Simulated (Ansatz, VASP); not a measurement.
# CrTeSe (2H-CrSeTe monolayer): VASP beside Ansatz, part 2 of 2

Wanted: the spread between two codes on one cell, functional and k mesh. The structure shown is the start of the Ansatz relaxation below; VASP solves that cell, so the two are compared at the walk's first step.

VASP 6.6.1 and Ansatz 0.2.0.

So far: The starting structure; Ansatz: relaxation, PBE with D3(BJ).

### Step 3. VASP: single point, PBE with D3(BJ), start cell

Level of this step: PBE with D3(BJ), no spin polarisation; plane waves and PAW (Te, Cr_pv, Se) (VASP).

The same cell, functional, mesh and smearing now go to VASP, with its own data sets.

Lines of VASP's logs that name or quote its potential files are left out, and so is its time.

Contents of INCAR:

```
SYSTEM = CrTeSe
PREC = Accurate
ENCUT = 400
EDIFF = 1E-06
NELM = 120
ISMEAR = -1
SIGMA = 0.05
LREAL = .FALSE.
ALGO = Normal
GGA = PE
IVDW = 12
NBANDS = 18
LASPH = .TRUE.
LORBIT = 11
LWAVE = .FALSE.
LCHARG = .FALSE.
ISIF = 2
LDIPOL = .TRUE.
IDIPOL = 3
DIPOL = 0.5 0.5 0.501
LVHAR = .TRUE.
GGA_COMPAT = .FALSE.
EFERMI = MIDGAP
NELMDL = -8
KPAR = 2
```

Contents of POSCAR:

```
CrTeSe
1.0
    3.4500000000      0.0000000000      0.0000000000
   -1.7250000000      2.9877880000      0.0000000000
    0.0000000000      0.0000000000     37.4116780000
Te Cr Se
1 1 1
Direct
    0.3333332218      0.6666664435      0.4570765310
    0.0000000000      0.0000000000      0.5038365828
    0.3333332218      0.6666664435      0.5429234690
```

Contents of KPOINTS:

```
Automatic mesh
0
Gamma
12 12 1
0 0 0
```

The projector-augmented-wave data sets are Te, Cr_pv and Se (PBE family, release 64).

The run is started by

```
mpirun -np 2 vasp_std
```

Numbers of over 12 decimals in the logs are rounded to 6 here.

What it wrote:

```text
[banner, memory and clock lines left out]
running    2 mpi-ranks, on    1 nodes
 distrk:  each k-point on    1 cores,    2 groups
 distr:  one band on    1 cores,    1 groups

 POSCAR found type information on POSCAR TeCrSe
 POSCAR found :  3 types and       3 ions
 LDA part: xc-table for (Slater+PW92), standard interpolation
 POSCAR, INCAR and KPOINTS ok, starting setup
 FFT: planning ... GRIDC
 FFT: planning ... GRID_SOFT
 FFT: planning ... GRID
 WAVECAR not read
 entering main loop
       N       E                     dE             d eps       ncg     rms          rms(c)
DAV:   1     0.118833672418E+03    0.11883E+03   -0.94410E+03   940   0.765E+02
DAV:   2    -0.847820699668E+01   -0.12731E+03   -0.12485E+03   928   0.203E+02
DAV:   3    -0.189679757300E+02   -0.10490E+02   -0.10430E+02   894   0.551E+01
DAV:   4    -0.192306281316E+02   -0.26265E+00   -0.26248E+00   978   0.940E+00
DAV:   5    -0.192346709581E+02   -0.40428E-02   -0.40425E-02   976   0.103E+00
DAV:   6    -0.192348120815E+02   -0.14112E-03   -0.14112E-03  1032   0.164E-01
DAV:   7    -0.192348149757E+02   -0.28942E-05   -0.28943E-05  1020   0.242E-02
DAV:   8    -0.192348150580E+02   -0.82217E-07   -0.82407E-07   724   0.400E-03    0.157E+01
DAV:   9    -0.286934024804E+02   -0.94586E+01   -0.13927E+02   774   0.699E+01    0.363E+01
DAV:  10    -0.168651992552E+02    0.11828E+02   -0.70919E+01   766   0.690E+01    0.615E+00
DAV:  11    -0.169907729348E+02   -0.12557E+00   -0.25379E+00   752   0.769E+00    0.373E+00
DAV:  12    -0.168866598053E+02    0.10411E+00   -0.32594E-01   768   0.388E+00    0.203E+00
DAV:  13    -0.168769202360E+02    0.97396E-02   -0.30723E-02   826   0.997E-01    0.105E+00
DAV:  14    -0.168675239262E+02    0.93963E-02   -0.70344E-02   780   0.174E+00    0.317E-01
[...]
DAV:  23    -0.168677203348E+02   -0.54479E-04   -0.24605E-06   698   0.707E-03    0.724E-03
DAV:  24    -0.168677448658E+02   -0.24531E-04   -0.57561E-07   634   0.309E-03    0.641E-03
DAV:  25    -0.168677622736E+02   -0.17408E-04   -0.73244E-07   598   0.422E-03    0.246E-03
DAV:  26    -0.168677679560E+02   -0.56824E-05   -0.71158E-08   420   0.187E-03    0.135E-03
DAV:  27    -0.168677726677E+02   -0.47116E-05   -0.11164E-07   514   0.982E-04    0.117E-03
DAV:  28    -0.168677750929E+02   -0.24252E-05   -0.34177E-08   430   0.695E-04    0.143E-03
DAV:  29    -0.168677763182E+02   -0.12253E-05   -0.24729E-08   406   0.673E-04    0.314E-04
DAV:  30    -0.168677770196E+02   -0.70138E-06   -0.21099E-08   402   0.525E-04
   1 F= -.17817184E+02 E0= -.17816105E+02  d E =-.215863E-02
```

From OUTCAR (step 3):

```text
ion  position               nearest neighbor table
   1  0.333  0.667  0.457-   2 2.65   2 2.65   2 2.65   3 3.21
   2  0.000  0.000  0.504-   3 2.47   3 2.47   3 2.47   1 2.65   1 2.65   1 2.65
   3  0.333  0.667  0.543-   2 2.47   2 2.47   2 2.47   1 3.21

  LATTYP: Found a hexagonal cell.
 ALAT       =     3.4500000000
 C/A-ratio  =    10.8439646377

 Subroutine GETGRP returns: Found  6 space group operations
 (whereof  6 operations were pure point group operations)

The static configuration has the point symmetry C_3v.

 Found     19 irreducible k-points:

   k-points           NKPTS =     19   k-points in BZ     NKDIM =     19   number of bands    NBANDS=     18

   dimension x,y,z NGX =    24 NGY =   24 NGZ =  250
   dimension x,y,z NGXF=    48 NGYF=   48 NGZF=  500

   ENCUT  =  400.0 eV  29.40 Ry    5.42 a.u.   5.63  5.63 61.01*2*pi/ulx,y,z

   NELECT =      24.0000    total number of electrons

 k-points in reciprocal lattice and weights: Automatic mesh
   0.00000000  0.00000000  0.00000000       0.007
   0.08333333 -0.00000000  0.00000000       0.042
   0.16666667  0.00000000  0.00000000       0.042
   0.25000000 -0.00000000  0.00000000       0.042
   0.33333333 -0.00000000  0.00000000       0.042
   0.41666667 -0.00000000  0.00000000       0.042
   0.50000000 -0.00000000  0.00000000       0.021
   0.08333333  0.08333333  0.00000000       0.042
   0.16666667  0.08333333  0.00000000       0.083
[...]
0.33333333  0.25000000  0.00000000       0.083
   0.33333333  0.33333333  0.00000000       0.014

 dipolmoment           0.000000      0.000000      0.043386 electrons x Angstroem

 average (electrostatic) potential at core
       1 -97.5657       2 -79.7993       3 -61.2513

 E-fermi :  -2.8699

 k-point     1 :       0.0000    0.0000    0.0000
  band No.  band energies     occupation
    ...
      8      -4.9578      2.00000
      9      -4.7776      2.00000
     10      -3.9319      2.00000
     11      -3.9319      2.00000
     12      -3.0086      1.88243
     13      -0.7897      0.00000
     14      -0.7897      0.00000
     15      -0.0804      0.00000
     16      -0.0804      0.00000
     17       0.9024      0.00000
    ...

 k-point     2 :       0.0833   -0.0000    0.0000
  band No.  band energies     occupation
    ...
      8      -4.9349      2.00000
      9      -4.7306      2.00000
     10      -4.0063      2.00000
     11      -3.9984      2.00000
     12      -3.0345      1.92831
     13      -1.0975      0.00000
     14      -0.8437      0.00000
     15      -0.6644      0.00000
     16      -0.2057      0.00000
     17       1.0436      0.00000
    ...

 k-point     3 :       0.1667    0.0000    0.0000
  band No.  band energies     occupation
    ...
      8      -4.9424      2.00000
      9      -4.8973      2.00000
     10      -4.1792      2.00000
     11      -4.1632      2.00000
     12      -3.1794      1.99591
     13      -1.6335      0.00000
     14      -1.4572      0.00000
     15      -1.1306      0.00000
     16      -0.3445      0.00000
     17       1.3866      0.00000
    ...

 Edisp (eV)   -0.94941

  Total       7.47562     7.47562     4.46399     0.00000     0.00000    -0.00000
  in kB      31.05857    31.05858    18.54630     0.00000     0.00000    -0.00000
  external pressure =       26.89 kB  Pullay stress =        0.00 kB

  energy-cutoff  :      400.00
  volume of cell :      385.63
      direct lattice vectors                 reciprocal lattice vectors
     3.450000000  0.000000000  0.000000000     0.289855072  0.167347884  0.000000000
    -1.725000000  2.987788000  0.000000000     0.000000000  0.334695768  0.000000000
     0.000000000  0.000000000 37.411678000     0.000000000  0.000000000  0.026729622

 POSITION                                       TOTAL-FORCE (eV/Angst)
 -----------------------------------------------------------------------------------
      0.00000      1.99186     17.10000         0.000000      0.000000     -1.484774
      0.00000      0.00000     18.84937        -0.000000     -0.000000      0.118618
      0.00000      1.99186     20.31168         0.000000     -0.000000      1.366156
 -----------------------------------------------------------------------------------
    total drift:                                0.000001      0.000393      0.000053

  FREE ENERGIE OF THE ION-ELECTRON SYSTEM (eV)
  ---------------------------------------------------
  free  energy   TOTEN  =       -17.8171842204 eV

  energy  without entropy=      -17.8150255891  energy(sigma->0) =      -17.81610490

 vacuum level on the upper side and lower side of the slab         2.331         1.569

 total charge
# of ion       s       p       d       tot
------------------------------------------
    1        1.392   1.948   0.058   3.398
    2        0.286   6.266   4.207  10.758
    3        1.478   2.288   0.051   3.816
--------------------------------------------------
tot          3.156  10.501   4.316  17.973

[... 3 further parts left out ...]
```

This run has no spin polarisation, so a moment on Cr, if there is one, isn't seen.

### Step 4. Comparison

Known differences besides the potentials themselves: Ansatz cuts the interaction across the vacuum, VASP repeats the sheet with a dipole correction; the data sets hold 46 valence electrons in Ansatz (on its default PAW (the set named soft_2) files) and 24 in VASP; the cutoff is 420 eV in Ansatz and 400 eV in VASP. Total energies have different zeros and are not compared.

Forces (eV/Å; atoms numbered as in POSCAR):

| atom | Ansatz x, y, z | VASP x, y, z |
| --- | --- | --- |
| Te1 | 0.000, 0.000, -1.483 | 0.000, 0.000, -1.485 |
| Cr2 | 0.000, 0.000, 0.128 | 0.000, 0.000, 0.119 |
| Se3 | 0.000, 0.000, 1.355 | 0.000, 0.000, 1.366 |

The forces differ by 4.9 meV/Å r.m.s., which is 0.7 % of the r.m.s. force of 0.674 eV/Å (both taken over all components). With vacuum in the cell, a pressure given here is an average over mostly empty space and none of the material.

### Step 5. What came out

* r.m.s. force difference (single point, PBE with D3(BJ), start cell): 0.72 % of the r.m.s. force

**Reading.** The r.m.s. force difference is 0.72 % of the r.m.s. force (single point, PBE with D3(BJ), start cell), within the 3 % picked in this series as the mark of a large difference. The data sets hold unlike numbers of valence electrons (46 in Ansatz and 24 in VASP), so part of the differences comes from the potentials. 1 further run of this series is not shown here. How closely two codes agree says nothing of how well the functional describes the real material.

[Lines on the potential files, build, host, timing and source positions are cut from VASP's logs without a mark.]

[Logs are printed without paths, hosts, clocks, repeated set-up lines and the standing remarks that a program may print on its own settings, such as how far it seeks lower states.]

[Hosts, paths, dates, database ids (printed as entryN), source tags and the programs' standing remarks are cut or masked in the printed files.]
